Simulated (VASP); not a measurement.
Here is the system:

```
SnZnAs2
1.0
    4.15618     0.00000     0.00000
    0.00000     4.15618     0.00000
    0.00000     0.00000     5.79174
Zn Sn As
1 1 2
Cartesian
  4.15618   4.15618   0.00000
  2.07809   2.07809   2.89587
  4.15618   2.07809   1.28860
  2.07809   0.00000   4.50314
```

Calculation: PBEsol GGA, VASP's PBE PAW potentials (set 64) (plane waves; VASP 6.6.1). Numerical set-up: 400 eV cut-off, 8×8×6 Γ-centred mesh, tetrahedra with Blöchl corrections, potentials Zn Sn_d As.

The cores are frozen, which limits the accuracy of field gradients.

Question: Give the principal components of the electric field gradient (V/Å²) and the asymmetry η at each nucleus.

Answer: 
```tsv
atom	Vxx	Vyy	Vzz	η
Zn1	-4.5	-4.5	9.0	0.00
Sn2	5.7	5.7	-11.4	0.00
As3	119.7	34.4	-154.2	0.55
As4	119.7	34.4	-154.2	0.55
```

The structure comes from a computed database's ZnSnAs2 entry (P-4m2); how it stands against other phases isn't given here. It was relaxed first.
